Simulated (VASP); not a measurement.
Input:

```yaml
crystal:
  lattice:
    - [-3.03492, 3.03492, 1.68093]
    - [3.03492, -3.03492, 1.68093]
    - [3.03492, 3.03492, -1.68093]
  atoms:
    - { symbol: Y, position: [0.75000, 0.25000, 0.50000] }
    - { symbol: Y, position: [0.00000, 0.00000, 0.00000] }
```

All values below come from PBEsol GGA, VASP's PBE PAW potentials (set 64) (plane waves; VASP 6.6.1). Run with 400 eV cut-off, 14×14×14 Γ-centred mesh, tetrahedra with Blöchl corrections, potentials Y_sv.

Task: The job: Y (relaxed from the beta-Sn structure, space group I4_1/amd), 2 atoms, PBEsol, static run, 400 eV, 14×14×14 Γ-centred mesh. Roughly how much core time does it take on a busy server core?

Result: About 2 core-minutes (one run on a shared machine, a rough figure). It had 244 irreducible k-points, 15 bands, up to 1146 plane waves and 16 electronic steps.

The structure was generated: Y was put into the beta-Sn type (I4_1/amd), which need not be its known phase. It was relaxed first, which changed the volume by -11 %.
